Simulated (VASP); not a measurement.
These are PBE GGA, VASP's PBE PAW potentials (set 64) (plane waves; VASP) values and carry that method's errors.

A VASP calculation is set up with these files.

File KPOINTS:
```
Automatic mesh
0
Gamma
5 5 5
0 0 0
```

File POSCAR:
```
KI
1
    0.0000000000     3.5350000000     3.5350000000
    3.5350000000     0.0000000000     3.5350000000
    3.5350000000     3.5350000000     0.0000000000
K I
1 1
Direct
  0.0000000000   0.0000000000   0.0000000000
  0.5000000000   0.5000000000   0.5000000000
```

**INCAR**
```
# general
SYSTEM  = KI
PREC    = Accurate
ENCUT   = 400
LREAL   = .FALSE.
LASPH   = .TRUE.

# electronic loop
EDIFF   = 1E-6
NELM    = 100
ALGO    = Normal
LMAXMIX = 4

# smearing
ISMEAR  = 0
SIGMA   = 0.05

# functional
GGA     = PE

# ions
ISIF    = 2

# output
LWAVE   = .FALSE.
LCHARG  = .FALSE.
```

POTCAR, in this order: K_sv I (PBE.64 set). Program: vasp_std.

What VASP printed:

**OUTCAR**
```
 ion  position               nearest neighbor table
   1  0.000  0.000  0.000-   2 3.54   2 3.54   2 3.54   2 3.54   2 3.54   2 3.54
   2  0.500  0.500  0.500-   1 3.54   1 3.54   1 3.54   1 3.54   1 3.54   1 3.54
  LATTYP: Found a face centered cubic cell.
 ALAT       =     7.0700000000
 Subroutine PRICEL returns:
 Original cell was already a primitive cell.
 Subroutine GETGRP returns: Found 48 space group operations
The static configuration has the point symmetry O_h .
The dynamic configuration has the point symmetry O_h .
 Subroutine INISYM returns: Found 48 space group operations
 Subroutine IBZKPT returns following result:
 Found     10 irreducible k-points:

 Following reciprocal coordinates:
            Coordinates               Weight
  0.000000  0.000000  0.000000      1.000000
  0.200000  0.000000  0.000000      8.000000
  0.400000  0.000000  0.000000      8.000000
  0.200000  0.200000  0.000000      6.000000
  0.400000  0.200000  0.000000     24.000000
 -0.400000  0.200000  0.000000     24.000000
 -0.200000  0.200000  0.000000     12.000000
  0.400000  0.400000  0.000000      6.000000
 -0.400000  0.400000  0.000000     12.000000
 -0.400000  0.400000  0.200000     24.000000
   k-points           NKPTS =     10   k-points in BZ     NKDIM =     10   number of bands    NBANDS=     12
   number of dos      NEDOS =    301   number of ions     NIONS =      2
   total plane-waves  NPLWV =  46656
   dimension x,y,z NGX =    36 NGY =   36 NGZ =   36
   dimension x,y,z NGXF=    72 NGYF=   72 NGZF=   72
   ions per type =               1   1
   PREC   = accura    normal or accurate (medium, high low for compatibility)
   ISTART =      0    job   : 0-new  1-cont  2-samecut
   ICHARG =      2    charge: 1-file 2-atom 10-const
   ISPIN  =      1    spin polarized calculation?
   LNONCOLLINEAR =      F non collinear calculations
   LSORBIT =      F    spin-orbit coupling
   INIWAV =      1    electr: 0-lowe 1-rand  2-diag
   ENCUT  =  400.0 eV  29.40 Ry    5.42 a.u.   8.15  8.15  8.15*2*pi/ulx,y,z
   NELM   =    100;   NELMIN=  2; NELMDL= -5     # of ELM steps
   EDIFF  = 0.1E-05   stopping-criterion for ELM
   LREAL  =      F    real-space projection
   NLSPLINE    = F    spline interpolate recip. space projectors
   LMAXMIX     =    4 max onsite mixed and CHGCAR
   VOSKOWN=      0    Vosko Wilk Nusair interpolation
   EDIFFG = 0.1E-04   stopping-criterion for IOM
   NSW    =      0    number of steps for IOM
   NBLOCK =      1;   KBLOCK =      1    inner block; outer block
   IBRION =     -1    ionic relax: 0-MD 1-quasi-New 2-CG
   NFREE  =      0    steps in history (QN), initial steepest desc. (CG)
   ISIF   =      2    stress and relaxation
   ISYM   =      2    0-nonsym 1-usesym 2-fastsym
   TEIN   =    0.0    initial temperature
   TEBEG  =    0.0;   TEEND  =   0.0 temperature during run
   SMASS  =  -3.00    Nose mass-parameter (am)
   PSTRESS=    0.0 pullay stress
   NELECT =      16.0000    total number of electrons
   EFERMI =   0.00;   METHOD = LEGACY
   ISMEAR =     0;   SIGMA  =   0.05  broadening in eV -4-tet -1-fermi 0-gaus
   IALGO  =     38    algorithm
   LDIAG  =      T    sub-space diagonalisation (order eigenvalues)
   IMIX   =      4    mixing-type and parameters
     AMIX     =   0.40;   BMIX     =  1.00
     AMIX_MAG =   1.60;   BMIX_MAG =  1.00
     AMIN     =   0.10
   GGA     = PE    functional components
   VOSKOWN =     0    Vosko Wilk Nusair interpolation
   LHFCALC =     F    Hartree Fock is set to
   LHFONE  =     F    Hartree Fock one center treatment
   AEXX    =    0.0000 exact exchange contribution
   IVDW    =     0    specifies the selected vdW correction
   LEPSILON=     F    determine dielectric tensor
   LRPA    =     F    only Hartree local field effects (RPA)
  energy-cutoff  :      400.00
...
```

OSZICAR:
```
       N       E                     dE             d eps       ncg     rms          rms(c)
DAV:   1     0.824871605521E+02    0.82487E+02   -0.57918E+03   240   0.922E+02
DAV:   2    -0.361491404901E+00   -0.82849E+02   -0.78923E+02   280   0.226E+02
DAV:   3    -0.534022624220E+01   -0.49787E+01   -0.49608E+01   316   0.541E+01
DAV:   4    -0.563664212491E+01   -0.29642E+00   -0.29621E+00   408   0.109E+01
DAV:   5    -0.563811066748E+01   -0.14685E-02   -0.14685E-02   336   0.820E-01    0.307E+00
DAV:   6    -0.555504512561E+01    0.83066E-01   -0.12108E-01   296   0.220E+00    0.221E+00
DAV:   7    -0.555082282846E+01    0.42223E-02   -0.13492E-01   300   0.207E+00    0.806E-01
DAV:   8    -0.555612835121E+01   -0.53055E-02   -0.15057E-02   300   0.884E-01    0.106E-01
DAV:   9    -0.555657818801E+01   -0.44984E-03   -0.10129E-03   312   0.208E-01    0.714E-02
DAV:  10    -0.555679488156E+01   -0.21669E-03   -0.21922E-04   304   0.990E-02    0.228E-02
DAV:  11    -0.555681790024E+01   -0.23019E-04   -0.41090E-05   304   0.402E-02    0.119E-02
DAV:  12    -0.555681897165E+01   -0.10714E-05   -0.46281E-06   292   0.181E-02    0.118E-02
DAV:  13    -0.555681930955E+01   -0.33790E-06   -0.63074E-07   228   0.591E-03
   1 F= -.55568193E+01 E0= -.55568193E+01  d E =-.785854E-19
```

OUTCAR:
```
------------------------ aborting loop because EDIFF is reached ----------------------------------------
  FORCE on cell =-STRESS in cart. coord.  units (eV):
  Direction    XX          YY          ZZ          XY          YZ          ZX
  --------------------------------------------------------------------------------------
  Total        0.3266584      0.3266584      0.3266584     -0.0000000     -0.0000000      0.0000000
  in kB        5.9238786      5.9238786      5.9238786     -0.0000000     -0.0000000      0.0000000
  external PRESSURE =       5.9238786 kB  Pullay stress =       0.0000000 kB
  volume of cell :       88.35
      direct lattice vectors                 reciprocal lattice vectors
     0.000000000  3.535000000  3.535000000    -0.141442716  0.141442716  0.141442716
     3.535000000  0.000000000  3.535000000     0.141442716 -0.141442716  0.141442716
     3.535000000  3.535000000  0.000000000     0.141442716  0.141442716 -0.141442716
  FREE ENERGIE OF THE ION-ELECTRON SYSTEM (eV)
  ---------------------------------------------------
  free  energy   TOTEN  =        -5.5568193096 eV

  energy  without entropy=       -5.5568193096  energy(sigma->0) =       -5.55681931
```
(Selected blocks of OUTCAR.)

OUTCAR:
```
 val. band max:       -0.4253095356   @ k =   0.0000   0.0000   0.0000

 cond. band min:       3.5331157279   @ k =   0.0000   0.0000   0.0000


 Fermi energy:        -0.1224387437

 k-point     1 :       0.0000    0.0000    0.0000
  band No.  band energies     occupation
      1     -28.9305      2.00000
      2     -12.4174      2.00000
      3     -12.4174      2.00000
      4     -12.4174      2.00000
      5     -10.9244      2.00000
      6      -0.4253      2.00000
      7      -0.4253      2.00000
      8      -0.4253      2.00000
      9       3.5331      0.00000
     10       6.0725      0.00000
     11       6.0725      0.00000
     12       6.0725      0.00000

 k-point     2 :       0.2000    0.0000    0.0000
  band No.  band energies     occupation
      1     -28.9298      2.00000
      2     -12.4720      2.00000
      3     -12.4182      2.00000
      4     -12.4182      2.00000
      5     -10.8259      2.00000
      6      -0.9787      2.00000
      7      -0.5483      2.00000
      8      -0.5483      2.00000
      9       4.3557      0.00000
     10       6.0203      0.00000
     11       6.4796      0.00000
     12       6.4796      0.00000

 k-point     3 :       0.4000    0.0000    0.0000
  band No.  band energies     occupation
      1     -28.9286      2.00000
      2     -12.5498      2.00000
      3     -12.4195      2.00000
      4     -12.4195      2.00000
      5     -10.6746      2.00000
      6      -1.6430      2.00000
      7      -0.7303      2.00000
      8      -0.7303      2.00000
      9       5.0361      0.00000
     10       7.0036      0.00000
     11       7.3950      0.00000
     12       7.3950      0.00000

 k-point     4 :       0.2000    0.2000    0.0000
  band No.  band energies     occupation
      1     -28.9295      2.00000
      2     -12.4643      2.00000
      3     -12.4236      2.00000
      4     -12.4236      2.00000
      5     -10.8208      2.00000
      6      -1.0437      2.00000
...
```

Unless said otherwise, spin-orbit coupling is left out, though it shifts the bands of the heavy elements here.

The compound is KI in the rock salt structure. The cell was not relaxed at this level.
